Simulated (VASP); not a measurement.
# BaAlH6 (F-43m) in VASP: further runs

The runs below take BaAlH6 through single point, relaxation of cell and atoms, with PBE.

All numbers are computed with VASP 6.6.1; they aren't measurements. Logs are shortened: lines on timing, memory, paths and dates and some standing lists are left out, and cuts for length are marked.

## 1. The cell of the first run

It takes space group F-43m (No. 216, cubic). The conventional cell has a = 7.766 Å, b = 7.766 Å, c = 7.766 Å, α = 90.00°, β = 90.00°, γ = 90.00°. Around Ba (site symmetry -43m) lie 12 H at 2.75 Å. Al (site symmetry -43m) is surrounded by 6 H at 1.74 Å. H (site symmetry 2mm) has 1 Al at 1.74 Å as nearest neighbours.

The cell was built by a generator and needn't be a form met in nature.

## 2. Single point, PBE (random cell by space group and Wyckoff sites (F-43m, No. 216))

Input file INCAR:

```
SYSTEM = BaAlH6
ALGO = Fast
EDIFF = 1E-6
ENCUT = 520
GGA = PE
ISIF = 2
ISMEAR = 0
LASPH = .True.
LCHARG = .False.
LREAL = .False.
LWAVE = .False.
NBANDS = 20
NELM = 80
PREC = Accurate
SIGMA = 0.1
```

Input file KPOINTS:

```
k-points
0
Gamma
  8 8 8
  0 0 0
```

Input file POSCAR:

```
BaAlH6
1.0
    0.0000000000      3.8828149158      3.8828149158
    3.8828149158      0.0000000000      3.8828149158
    3.8828149158      3.8828149158      0.0000000000
Ba Al H
1 1 6
Direct
    0.5000000000      0.5000000000      0.5000000000
    0.2500000000      0.2500000000      0.2500000000
    0.0263860700      0.4736139300      0.4736139300
    0.4736139300      0.0263860700      0.0263860700
    0.4736139300      0.4736139300      0.0263860700
    0.0263860700      0.0263860700      0.4736139300
    0.0263860700      0.4736139300      0.0263860700
    0.4736139300      0.0263860700      0.4736139300
```

Potentials or basis: VASP PAW PBE potentials, release 64 (Ba_sv, Al, H).

On the command line:

```sh
$ cat potpaw_PBE.64/Ba_sv/POTCAR potpaw_PBE.64/Al/POTCAR potpaw_PBE.64/H/POTCAR > POTCAR
$ mpirun -np 1 vasp_std > vasp.out
```

OUTCAR:

```text
SYSTEM = BaAlH6
   EDIFF = 1E-6
   ENCUT = 520
   GGA = PE
   ISIF = 2
   ISMEAR = 0
   LASPH = .True.
   LREAL = .False.
   NELM = 80
   PREC = Accurate

 ion  position               nearest neighbor table
   1  0.500  0.500  0.500-   3 2.75   6 2.75   7 2.75   4 2.75   6 2.75   8 2.75   4 2.75   5 2.75
                             7 2.75   3 2.75   5 2.75   8 2.75   2 3.36   2 3.36   2 3.36   2 3.36
   2  0.250  0.250  0.250-   3 1.74   4 1.74   5 1.74   6 1.74   7 1.74   8 1.74   1 3.36   1 3.36
                             1 3.36   1 3.36
   3  0.026  0.474  0.474-   2 1.74   1 2.75   1 2.75
   4  0.474  0.026  0.026-   2 1.74   1 2.75   1 2.75
   5  0.474  0.474  0.026-   2 1.74   1 2.75   1 2.75
   6  0.026  0.026  0.474-   2 1.74   1 2.75   1 2.75
   7  0.026  0.474  0.026-   2 1.74   1 2.75   1 2.75
   8  0.474  0.026  0.474-   2 1.74   1 2.75   1 2.75

  LATTYP: Found a face centered cubic cell.
 ALAT       =     7.7656298316

  Lattice vectors:

 A1 = (   0.0000000000,   3.8828149158,   3.8828149158)
 A2 = (   3.8828149158,   0.0000000000,   3.8828149158)
 A3 = (   3.8828149158,   3.8828149158,   0.0000000000)

Analysis of symmetry for initial positions (statically):
=====================================================================
 Subroutine PRICEL returns:
 Original cell was already a primitive cell.

 Routine SETGRP: Setting up the symmetry group for a
 face centered cubic supercell.

 Subroutine GETGRP returns: Found 24 space group operations
 (whereof 24 operations were pure point group operations)
 out of a pool of 48 trial point group operations.

The static configuration has the point symmetry T_d .

Analysis of symmetry for dynamics (positions and initial velocities):
=====================================================================
 Subroutine PRICEL returns:
 Original cell was already a primitive cell.

 Routine SETGRP: Setting up the symmetry group for a
 face centered cubic supercell.

 Subroutine GETGRP returns: Found 24 space group operations
 (whereof 24 operations were pure point group operations)
 out of a pool of 48 trial point group operations.

The dynamic configuration has the point symmetry T_d .

 Subroutine INISYM returns: Found 24 space group operations
 (whereof 24 operations are pure point group operations),
 and found     1 'primitive' translations

----------------------------------------------------------------------------------------

                                     Primitive cell

[... 111 lines left out ...]
   TEBEG  =    0.0;   TEEND  =   0.0 temperature during run
   PSTRESS=    0.0 pullay stress
   NELECT =      19.0000    total number of electrons
   NUPDOWN=      -1.0000    fix difference up-down
   EMIN   =  10.00;   EMAX   =-10.00  energy-range for DOS
   EFERMI =   0.00;   METHOD = LEGACY
   ISMEAR =     0;   SIGMA  =   0.10  broadening in eV -4-tet -1-fermi 0-gaus
   EFERMI_NEDOS =   21; number of points for ismear=-14 and -15
   IALGO  =     68    algorithm
   IMIX   =      4    mixing-type and parameters
     AMIX     =   0.40;   BMIX     =  1.00
     AMIX_MAG =   1.60;   BMIX_MAG =  1.00
  volume/ion in A,a.u.               =      14.63        98.76
  Fermi-wavevector in a.u.,A,eV,Ry     =   0.892968  1.687465 10.849180  0.797392
  Thomas-Fermi vector in A             =   2.014985
   LORBIT       =      0    0 simple, 1 ext, 2 COOP (PROOUT), +10 PAW based schemes
   GGA     = PE    functional components
   LHFCALC =     F    Hartree Fock is set to
   AEXX    =    0.0000 exact exchange contribution
   IVDW    =     0    specifies the selected vdW correction
   LEPSILON=     F    determine dielectric tensor
   LRPA    =     F    only Hartree local field effects (RPA)
 non-spin polarized calculation
 RMM-DIIS sequential band-by-band and
 Gauss-broadening in eV      SIGMA  =   0.10
  energy-cutoff  :      520.00
  volume of cell :      117.08
 maximum number of plane-waves:      3180
 NGX is ok and might be reduce to    42
   NGX = 21   NGY = 21   NGZ = 21

 number of electron      19.0000000 magnetization

 Free energy of the ion-electron system (eV)
  ---------------------------------------------------
  ext. energy  EPLUGINS =         0.00000000
  ---------------------------------------------------
  free energy    TOTEN  =       -25.89128372 eV

  energy without entropy =      -25.86617046  energy(sigma->0) =      -25.87872709

 E-fermi :  -1.1024     XC(G=0):  -7.4467

 val. band max:       -1.1123868847   @ k =   0.3750   0.1250   0.0000
 cond. band min:      -1.0938198444   @ k =   0.2500   0.1250   0.0000
 fundamental gap:      0.0185670403
 Fermi energy:        -1.1024054248

 k-point     1 :       0.0000    0.0000    0.0000
  band No.  band energies     occupation
      1     -27.0553      2.00000
      2     -12.2873      2.00000
      3     -12.2873      2.00000
      4     -12.2873      2.00000
      5      -7.2762      2.00000
      6      -3.4900      2.00000
[... 541 lines left out ...]
     19       8.0246      0.00000
     20       8.9649      0.00000

 [... further k-points ...]

------------------------ aborting loop because EDIFF is reached ----------------------------------------

  FORCE on cell =-STRESS in cart. coord.  units (eV):
  Direction    XX          YY          ZZ          XY          YZ          ZX
  --------------------------------------------------------------------------------------
  -------------------------------------------------------------------------------------
  Total        0.1355318      0.1355318      0.1355318      0.0000000      0.0000000      0.0000000
  in kB        1.8547350      1.8547350      1.8547350      0.0000000      0.0000000      0.0000000
  external PRESSURE =       1.8547350 kB  Pullay stress =       0.0000000 kB

 VOLUME and BASIS-vectors are now :
 -----------------------------------------------------------------------------
  energy-cutoff  :      520.00
  volume of cell :      117.08
      direct lattice vectors                 reciprocal lattice vectors
     0.000000000  3.882814916  3.882814916    -0.128772556  0.128772556  0.128772556
     3.882814916  0.000000000  3.882814916     0.128772556 -0.128772556  0.128772556
     3.882814916  3.882814916  0.000000000     0.128772556  0.128772556 -0.128772556

 POSITION                                       TOTAL-FORCE (eV/Angst)
 -----------------------------------------------------------------------------------
      3.88281      3.88281      3.88281         0.000000      0.000000      0.000000
      1.94141      1.94141      1.94141         0.000000      0.000000      0.000000
      3.67791      1.94141      1.94141        -0.007546      0.000000      0.000000
      0.20490      1.94141      1.94141         0.007546      0.000000      0.000000
      1.94141      1.94141      3.67791         0.000000      0.000000     -0.007546
      1.94141      1.94141      0.20490         0.000000      0.000000      0.007546
      1.94141      0.20490      1.94141         0.000000      0.007546      0.000000
      1.94141      3.67791      1.94141         0.000000     -0.007546      0.000000
 -----------------------------------------------------------------------------------
    total drift:                               -0.000000     -0.000000     -0.000000

  FREE ENERGIE OF THE ION-ELECTRON SYSTEM (eV)
  ---------------------------------------------------
  free  energy   TOTEN  =       -25.8912837153 eV

  energy  without entropy=      -25.8661704553  energy(sigma->0) =      -25.87872709
```

OSZICAR:

```text
N       E                     dE             d eps       ncg     rms          rms(c)
DAV:   1     0.754404387846E+02    0.75440E+02   -0.70336E+03  1160   0.744E+02
DAV:   2    -0.209291524434E+02   -0.96370E+02   -0.92247E+02  1568   0.148E+02
DAV:   3    -0.269857455064E+02   -0.60566E+01   -0.59980E+01  1632   0.394E+01
DAV:   4    -0.271077029603E+02   -0.12196E+00   -0.12186E+00  1700   0.465E+00
DAV:   5    -0.271085883358E+02   -0.88538E-03   -0.88534E-03  1580   0.399E-01    0.719E+00
RMM:   6    -0.261950311203E+02    0.91356E+00   -0.37731E-01  1293   0.231E+00    0.409E+00
RMM:   7    -0.258709116291E+02    0.32412E+00   -0.83949E-01  1709   0.381E+00    0.643E-01
RMM:   8    -0.258896852122E+02   -0.18774E-01   -0.54917E-02  1290   0.129E+00    0.246E-01
RMM:   9    -0.258904910618E+02   -0.80585E-03   -0.18996E-02  1656   0.708E-01    0.203E-01
RMM:  10    -0.258911524701E+02   -0.66141E-03   -0.32937E-03  1438   0.322E-01    0.367E-02
RMM:  11    -0.258912345885E+02   -0.82118E-04   -0.82262E-04  1755   0.143E-01    0.248E-02
RMM:  12    -0.258912653493E+02   -0.30761E-04   -0.27166E-04  1833   0.650E-02    0.705E-03
RMM:  13    -0.258912773196E+02   -0.11970E-04   -0.82773E-05  1838   0.343E-02    0.403E-03
RMM:  14    -0.258912816526E+02   -0.43330E-05   -0.28346E-05  1794   0.175E-02    0.120E-03
RMM:  15    -0.258912832029E+02   -0.15502E-05   -0.10705E-05  1487   0.931E-03    0.824E-04
RMM:  16    -0.258912837153E+02   -0.51243E-06   -0.39778E-06  1222   0.522E-03
   1 F= -.25891284E+02 E0= -.25878727E+02  d E =-.251133E-01
```

stdout:

```text
POSCAR found type information on POSCAR BaAlH
 POSCAR found :  3 types and       8 ions
 scaLAPACK will be used
 LDA part: xc-table for (Slater+PW92), standard interpolation
 POSCAR, INCAR and KPOINTS ok, starting setup
 FFT: planning ... GRIDC
 FFT: planning ... GRID_SOFT
 FFT: planning ... GRID
 WAVECAR not read
 entering main loop
```

Run time: 57 s. Hardware: 1 thread of AMD EPYC 9R45 (Zen 5), shared host; peak memory 0.27 GiB.

Results:

```
Free energy            : -25.8913 eV
Pressure               : 0.2 GPa
Largest force          : 0.008 eV/Å
Band gap on the k mesh : none (metal or under the smearing width)
```

Forces in eV/Å, atoms in the order of the input:
```
Ba   0.000  0.000  0.000
Al   0.000  0.000  0.000
H   -0.008  0.000  0.000
H    0.008  0.000  0.000
H    0.000  0.000 -0.008
H    0.000  0.000  0.008
H    0.000  0.008  0.000
H    0.000 -0.008  0.000
```

(Continued in part 2 of 2.)
